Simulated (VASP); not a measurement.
# ErO (Pm-3m) in VASP: further runs

The runs below take ErO through single point, with PBEsol+U.

Program: VASP 6.6.1. These are calculated values, not measurements. Logs are shortened: lines on timing, memory, paths and dates and some standing lists are left out, and cuts for length are marked.

### 1 The crystal as given

The structure is cubic, space group Pm-3m (No. 221). Conventional cell: a = 2.744 Å, b = 2.744 Å, c = 2.744 Å, α = 90.00°, β = 90.00°, γ = 90.00°. Er (site symmetry m-3m) has 8 O at 2.38 Å as nearest neighbours. O (site symmetry m-3m) has 8 Er at 2.38 Å as nearest neighbours.

The cell comes from a database or a generator and needn't be the stable form of this composition.

### 2 Single point, PBEsol+U, collinear spin, antiferromagnetic start

INCAR

```
SYSTEM = ErO
PREC = Accurate ; ENCUT = 520
EDIFF = 1E-7 ; ISMEAR = 0
SIGMA = 0.05 ; LREAL = .FALSE.
LASPH = .TRUE. ; NELM = 100
ALGO = Normal ; ISIF = 2
LWAVE = .FALSE. ; LCHARG = .TRUE.
ISPIN = 2 ; MAGMOM = 3 -3 0 0
LORBIT = 11 ; LMAXMIX = 6
LDAU = .TRUE. ; LDAUTYPE = 2
LDAUL = 3 -1 ; LDAUU = 7 0
LDAUJ = 0 0 ; LDAUPRINT = 1
GGA = PS ; LELF = .TRUE.
LVHAR = .TRUE. ; NBANDS = 40
```

KPOINTS

```
Automatic mesh
0
G
  6 6 6
  0 0 0
```

POSCAR

```
ErO
1.0
    0.0000000000      2.7442915000      2.7442915000
    2.7442915000      0.0000000000      2.7442915000
    2.7442915000      2.7442915000      0.0000000000
Er O
2 2
Direct
    0.0000000000      0.0000000000      0.0000000000
    0.5000000000      0.5000000000      0.5000000000
    0.2500000000      0.2500000000      0.2500000000
    0.7500000000      0.7500000000      0.7500000000
```

Potentials or basis: VASP PAW PBE potentials, release 64 (Er, O).

Started as:

```
> cat potpaw_PBE.64/Er/POTCAR potpaw_PBE.64/O/POTCAR > POTCAR
> mpirun -np 1 vasp_std > vasp.out
```

OUTCAR:

```text
SYSTEM = ErO
   PREC = Accurate
   ENCUT = 520
   EDIFF = 1E-7
   ISMEAR = 0
   LREAL = .FALSE.
   LASPH = .TRUE.
   NELM = 100
   ISIF = 2
   ISPIN = 2
   LORBIT = 11
   GGA = PS

 ion  position               nearest neighbor table
   1  0.000  0.000  0.000-   3 2.38   4 2.38   4 2.38   4 2.38   4 2.38   3 2.38   3 2.38   3 2.38
                             2 2.74   2 2.74   2 2.74   2 2.74   2 2.74   2 2.74
   2  0.500  0.500  0.500-   3 2.38   4 2.38   3 2.38   3 2.38   3 2.38   4 2.38   4 2.38   4 2.38
                             1 2.74   1 2.74   1 2.74   1 2.74   1 2.74   1 2.74
   3  0.250  0.250  0.250-   1 2.38   2 2.38   1 2.38   1 2.38   1 2.38   2 2.38   2 2.38   2 2.38

   4  0.750  0.750  0.750-   1 2.38   2 2.38   2 2.38   2 2.38   2 2.38   1 2.38   1 2.38   1 2.38

  LATTYP: Found a face centered cubic cell.
 ALAT       =     5.4885830000

  Lattice vectors:

 A1 = (   0.0000000000,   2.7442915000,   2.7442915000)
 A2 = (   2.7442915000,   0.0000000000,   2.7442915000)
 A3 = (   2.7442915000,   2.7442915000,   0.0000000000)

Analysis of symmetry for initial positions (statically):
=====================================================================
 Subroutine PRICEL returns following result:

  LATTYP: Found a simple cubic cell.
 ALAT       =     2.7442915000
[... 12 lines left out ...]
 Subroutine GETGRP returns: Found 48 space group operations
 (whereof 48 operations were pure point group operations)
 out of a pool of 48 trial point group operations.

The static configuration has the point symmetry O_h .

Analysis of symmetry for dynamics (positions and initial velocities):
=====================================================================
 Subroutine PRICEL returns following result:

  LATTYP: Found a simple cubic cell.
 ALAT       =     2.7442915000
[... 12 lines left out ...]
 Subroutine GETGRP returns: Found 48 space group operations
 (whereof 48 operations were pure point group operations)
 out of a pool of 48 trial point group operations.

The dynamic configuration has the point symmetry O_h .

Analysis of structural, dynamic, and magnetic symmetry:
=====================================================================
 Subroutine PRICEL returns following result:

  LATTYP: Found a simple cubic cell.
 ALAT       =     2.7442915000
[... 12 lines left out ...]
 Subroutine GETGRP returns: Found 48 space group operations
 (whereof 48 operations were pure point group operations)
 out of a pool of 48 trial point group operations.

The overall configuration has the point symmetry O_h .

 Subroutine INISYM returns: Found 48 space group operations
 (whereof 48 operations are pure point group operations),
 and found     2 'primitive' translations

----------------------------------------------------------------------------------------
[... 179 lines left out ...]
 -0.0000  0.0000 -0.0000  0.5042  0.0000  0.0000  0.0000
 -0.0000  0.0000 -0.0000  0.0000  0.8083  0.0000  0.2355
 -0.0000 -0.0000 -0.0000  0.0000  0.0000  0.9907 -0.0000
 -0.0000 -0.0000  0.0000  0.0000  0.2355 -0.0000  0.6867

spin component  2

  0.9926  0.0000 -0.0006  0.0000 -0.0000  0.0000 -0.0000
  0.0000  1.0079 -0.0000  0.0000  0.0000 -0.0000 -0.0000
 -0.0006 -0.0000  0.9929  0.0000  0.0000 -0.0000  0.0000
  0.0000  0.0000  0.0000  0.9922  0.0000 -0.0000  0.0000
 -0.0000  0.0000  0.0000  0.0000  0.9929  0.0000  0.0006
  0.0000 -0.0000 -0.0000 -0.0000  0.0000  0.9934 -0.0000
 -0.0000 -0.0000  0.0000  0.0000  0.0006 -0.0000  0.9926

 occupancies and eigenvectors

  o =  0.0196  v =  0.0000 -1.0000  0.0000  0.0000 -0.0000  0.0000 -0.0000  0.0000  0.0000  0.0000  0.0000  0.0000  0.0000  0.0000      0.0000  0.0000  0.0000  0.0000  0.0000  0.0000  0.0000  0.0000  0.0000  0.0000  0.0000  0.0000  0.0000  0.0000
  o =  0.5042  v = -0.0067 -0.0000 -0.0052  0.2285  0.5961  0.0000 -0.7696  0.0000  0.0000  0.0000  0.0000  0.0000  0.0000  0.0000      0.0000  0.0000  0.0000  0.0000  0.0000  0.0000  0.0000  0.0000  0.0000  0.0000  0.0000  0.0000  0.0000  0.0000
  o =  0.5042  v =  0.7905  0.0000  0.6123  0.0058  0.0045  0.0000 -0.0058  0.0000  0.0000  0.0000  0.0000  0.0000  0.0000  0.0000      0.0000  0.0000  0.0000  0.0000  0.0000  0.0000  0.0000  0.0000  0.0000  0.0000  0.0000  0.0000  0.0000  0.0000
  o =  0.5042  v =  0.0032 -0.0000  0.0024 -0.9735  0.1400  0.0000 -0.1807  0.0000  0.0000  0.0000  0.0000  0.0000  0.0000  0.0000      0.0000  0.0000  0.0000  0.0000  0.0000  0.0000  0.0000  0.0000  0.0000  0.0000  0.0000  0.0000  0.0000  0.0000
  o =  0.9907  v =  0.0000 -0.0000 -0.0000 -0.0000  0.6891  0.4902  0.5338  0.0000  0.0000  0.0000  0.0000  0.0000  0.0000  0.0000      0.0000  0.0000  0.0000  0.0000  0.0000  0.0000  0.0000  0.0000  0.0000  0.0000  0.0000  0.0000  0.0000  0.0000
  o =  0.9907  v =  0.0056 -0.0000 -0.0073 -0.0000  0.3875 -0.8716  0.3002  0.0000  0.0000  0.0000  0.0000  0.0000  0.0000  0.0000      0.0000  0.0000  0.0000  0.0000  0.0000  0.0000  0.0000  0.0000  0.0000  0.0000  0.0000  0.0000  0.0000  0.0000
  o =  0.9907  v =  0.6123 -0.0000 -0.7905  0.0000 -0.0036  0.0080 -0.0028  0.0000  0.0000  0.0000  0.0000  0.0000  0.0000  0.0000      0.0000  0.0000  0.0000  0.0000  0.0000  0.0000  0.0000  0.0000  0.0000  0.0000  0.0000  0.0000  0.0000  0.0000
  o =  0.9922  v =  0.0000  0.0000  0.0000  0.0000  0.0000  0.0000  0.0000  0.0013  0.0000  0.0010 -0.9938 -0.0682  0.0000  0.0881      0.0000  0.0000  0.0000  0.0000  0.0000  0.0000  0.0000  0.0000  0.0000  0.0000  0.0000  0.0000  0.0000  0.0000
  o =  0.9922  v =  0.0000  0.0000  0.0000  0.0000  0.0000  0.0000  0.0000  0.7906 -0.0000  0.6124  0.0020 -0.0021 -0.0000  0.0027      0.0000  0.0000  0.0000  0.0000  0.0000  0.0000  0.0000  0.0000  0.0000  0.0000  0.0000  0.0000  0.0000  0.0000
  o =  0.9922  v =  0.0000  0.0000  0.0000  0.0000  0.0000  0.0000  0.0000  0.0029 -0.0000  0.0022 -0.1114  0.6086  0.0000 -0.7856      0.0000  0.0000  0.0000  0.0000  0.0000  0.0000  0.0000  0.0000  0.0000  0.0000  0.0000  0.0000  0.0000  0.0000
  o =  0.9934  v =  0.0000  0.0000  0.0000  0.0000  0.0000  0.0000  0.0000 -0.0036  0.0000  0.0047  0.0000 -0.1488  0.9821 -0.1153      0.0000  0.0000  0.0000  0.0000  0.0000  0.0000  0.0000  0.0000  0.0000  0.0000  0.0000  0.0000  0.0000  0.0000
  o =  0.9934  v =  0.0000  0.0000  0.0000  0.0000  0.0000  0.0000  0.0000 -0.6124 -0.0000  0.7905  0.0000 -0.0037 -0.0069 -0.0029      0.0000  0.0000  0.0000  0.0000  0.0000  0.0000  0.0000  0.0000  0.0000  0.0000  0.0000  0.0000  0.0000  0.0000
  o =  0.9934  v =  0.0000  0.0000  0.0000  0.0000  0.0000  0.0000  0.0000 -0.0036 -0.0000  0.0047 -0.0000  0.7764  0.1882  0.6014      0.0000  0.0000  0.0000  0.0000  0.0000  0.0000  0.0000  0.0000  0.0000  0.0000  0.0000  0.0000  0.0000  0.0000
  o =  1.0079  v =  0.0000  0.0000  0.0000  0.0000  0.0000  0.0000  0.0000  0.0000 -1.0000 -0.0000 -0.0000 -0.0000  0.0000  0.0000      0.0000  0.0000  0.0000  0.0000  0.0000  0.0000  0.0000  0.0000  0.0000  0.0000  0.0000  0.0000  0.0000  0.0000

 number of electron      56.0000006 magnetization       0.0000000

 Free energy of the ion-electron system (eV)
  ---------------------------------------------------
  ext. energy  EPLUGINS =         0.00000000
  ---------------------------------------------------
  free energy    TOTEN  =       -23.83544748 eV

  energy without entropy =      -23.82086827  energy(sigma->0) =      -23.82815787

 E-fermi :   7.4095     XC(G=0): -14.2053

 val. band max:        7.4012392035   @ k =  -0.3333   0.3333   0.1667
 cond. band min:       7.4265574193   @ k =  -0.3333   0.3333   0.1667
 fundamental gap:      0.0253182157
 Fermi energy:         7.4094971458

 spin component 1

 k-point     1 :       0.0000    0.0000    0.0000
  band No.  band energies     occupation
      1     -42.2156      1.00000
      2     -40.8006      1.00000
      3     -17.0118      1.00000
      4     -17.0118      1.00000
      5     -17.0118      1.00000
      6     -15.0091      1.00000
[... 677 lines left out ...]
     39      15.8007      0.00000
     40      16.5044      0.00000
 Fermi energy:         7.4094971458

 spin component 2

 k-point     1 :       0.0000    0.0000    0.0000
  band No.  band energies     occupation
      1     -42.2156      1.00000
      2     -40.8006      1.00000
      3     -17.0118      1.00000
      4     -17.0118      1.00000
      5     -17.0118      1.00000
      6     -15.0091      1.00000
[... 677 lines left out ...]
     39      15.8007      0.00000
     40      16.5044      0.00000

------------------------ aborting loop because EDIFF is reached ----------------------------------------

  FORCE on cell =-STRESS in cart. coord.  units (eV):
  Direction    XX          YY          ZZ          XY          YZ          ZX
  --------------------------------------------------------------------------------------
  -------------------------------------------------------------------------------------
  Total        9.3583196      9.3583196      9.3583196      0.0000000     -0.0000000     -0.0000000
  in kB      362.7335595    362.7335595    362.7335595      0.0000000     -0.0000000     -0.0000000
  external PRESSURE =     362.7335595 kB  Pullay stress =       0.0000000 kB

 VOLUME and BASIS-vectors are now :
 -----------------------------------------------------------------------------
  energy-cutoff  :      520.00
  volume of cell :       41.34
      direct lattice vectors                 reciprocal lattice vectors
     0.000000000  2.744291500  2.744291500    -0.182196388  0.182196388  0.182196388
     2.744291500  0.000000000  2.744291500     0.182196388 -0.182196388  0.182196388
     2.744291500  2.744291500  0.000000000     0.182196388  0.182196388 -0.182196388

 POSITION                                       TOTAL-FORCE (eV/Angst)
 -----------------------------------------------------------------------------------
      0.00000      0.00000      0.00000        -0.000000      0.000000     -0.000000
      2.74429      2.74429      2.74429         0.000000      0.000000      0.000000
      1.37215      1.37215      1.37215         0.000000     -0.000000     -0.000000
      4.11644      4.11644      4.11644        -0.000000     -0.000000      0.000000
 -----------------------------------------------------------------------------------
    total drift:                                0.000000     -0.000000      0.000000

  FREE ENERGIE OF THE ION-ELECTRON SYSTEM (eV)
  ---------------------------------------------------
  free  energy   TOTEN  =       -23.8354474753 eV

  energy  without entropy=      -23.8208682724  energy(sigma->0) =      -23.82815787

 total charge

# of ion       s       p       d       f       tot
--------------------------------------------------
    1        2.071   5.834   0.746  11.455  20.106
    2        2.071   5.834   0.746  11.455  20.106
    3        1.549   3.516   0.000   0.000   5.064
    4        1.549   3.516   0.000   0.000   5.064
--------------------------------------------------
tot          7.238  18.701   1.492  22.910  50.341

 magnetization (x)

# of ion       s       p       d       f       tot
--------------------------------------------------
    1        0.000  -0.027   0.087   2.459   2.519
    2       -0.000   0.027  -0.087  -2.459  -2.519
    3        0.000   0.000   0.000   0.000   0.000
    4        0.000   0.000   0.000   0.000   0.000
--------------------------------------------------
tot          0.000   0.000   0.000   0.000   0.000
```

Wall time 2.1 min (1 thread of Intel Xeon 6975P-C (Granite Rapids), shared host); peak memory 0.22 GiB.

Results:

| Quantity | Value |
| --- | --- |
| Free energy | -23.8354 eV |
| Pressure | 36.3 GPa |
| Band gap on the k mesh | none (metal or under the smearing width) |
| Net moment | 0.00 μB per cell |
| Site moments | Er +2.52, -2.52; O +0.00 μB |
| Valence electrons inside the program's atomic spheres | Er 20.11; O 5.06 |

Eigenvalues of the final occupation matrices:
```
    site  spin  trace                         eigenvalues
site 1 f     1   6.96  0.99 0.99 0.99 0.99 0.99 0.99 1.01
site 1 f     2   4.50  0.02 0.50 0.50 0.50 0.99 0.99 0.99
site 2 f     1   4.50  0.02 0.50 0.50 0.50 0.99 0.99 0.99
site 2 f     2   6.96  0.99 0.99 0.99 0.99 0.99 0.99 1.01
```

Caveat: the magnetic or orbital state may not be the lowest; a pressure of tens of GPa on the cell as given is suspect, and the run, the potentials or the cell itself is likely at fault; the PAW data sets were made with another functional, which shifts forces and pressure a little; spin-orbit coupling is left out, which moves the levels of the heavy elements.

### 3 Single point, PBEsol+U, collinear spin, random start

This run uses another cell than the first one: it holds 2 atoms, not 4.

INCAR

```
SYSTEM = ErO
ALGO     = Normal         ! electronic algorithm
EDIFF    = 1E-6           ! SCF threshold, eV
ENCUT    = 520            ! plane-wave cutoff, eV
GGA      = PS             ! functional
ISIF     = 2              ! what is computed and relaxed
ISMEAR   = 0              ! smearing method
ISPIN    = 2              ! spin polarisation
LASPH    = .TRUE.         ! aspherical terms in the spheres
LCHARG   = .FALSE.        ! write CHGCAR
LDAU     = .TRUE.         ! DFT+U
LDAUJ    = 0 0          
LDAUL    = 3 -1           ! shell
LDAUPRINT= 1            
LDAUTYPE = 2            
LDAUU    = 7 0            ! U, eV
LMAXMIX  = 6              ! l up to which the mixer works
LORBIT   = 11             ! projections on sites
LREAL    = .FALSE.        ! projectors in reciprocal space
LWAVE    = .FALSE.        ! write WAVECAR
MAGMOM   = 0.7 0          ! initial moments
NBANDS   = 25             ! bands
NELM     = 150            ! most SCF steps
PREC     = Accurate       ! precision mode
SIGMA    = 0.05           ! smearing width, eV
```

KPOINTS

```
k-points
0
G
  7 7 7
  0 0 0
```

POSCAR

```
ErO
1.0
    2.7442915000      0.0000000000      0.0000000000
    0.0000000000      2.7442915000      0.0000000000
    0.0000000000      0.0000000000      2.7442915000
Er O
1 1
Direct
    0.0000000000      0.0000000000      0.0000000000
    0.5000000000      0.5000000000      0.5000000000
```

Potentials or basis: VASP PAW PBE potentials, release 64 (Er, O).

Started as:

```
> cat potpaw_PBE.64/Er/POTCAR potpaw_PBE.64/O/POTCAR > POTCAR
> mpirun -np 1 vasp_std > vasp.out
```

It took 27 s on 1 thread of Intel Xeon 6975P-C (Granite Rapids), shared host; peak memory 0.15 GiB.

It converged, with:

| Property | Result |
| --- | --- |
| Free energy | -11.4061 eV |
| Pressure | 37.8 GPa |
| Band gap on the k mesh | none (metal or under the smearing width) |
| Net moment | 2.37 μB per cell |
| Site moments | Er +2.35; O -0.01 μB |
| Valence electrons inside the program's atomic spheres | Er 20.13; O 5.07 |

Levels at points of the mesh, in eV from the Fermi level:
Spin up:
```
           k point  band 12  band 13  band 14  band 15  band 16  band 17  band 18  band 19
(0.00, 0.00, 0.00)    -5.19    -3.24    -3.24    -3.24    -1.98    -1.98     3.03     9.18
```
Spin down:
| k point | band 10 | band 11 | band 12 | band 13 | band 14 | band 15 | band 16 | band 17 |
| --- | --- | --- | --- | --- | --- | --- | --- | --- |
| (0.00, 0.00, 0.00) | -2.22 | -2.22 | -1.87 | -1.87 | -0.22 | -0.22 | -0.22 | 3.23 |

Eigenvalues of the final occupation matrices:
```tsv
site	spin	trace	eigenvalues
site 1 f	1	6.95	0.99 0.99 0.99 0.99 0.99 0.99 1.01
site 1 f	2	4.62	0.02 0.55 0.55 0.55 0.98 0.98 0.98
```

Caveat: the magnetic or orbital state may not be the lowest; a pressure of tens of GPa on the cell as given is suspect, and the run, the potentials or the cell itself is likely at fault; the PAW data sets were made with another functional, which shifts forces and pressure a little; spin-orbit coupling is left out, which moves the levels of the heavy elements. The state reached can hang on the start; a lower one may exist.

(Part 1 of 2 ends here.)
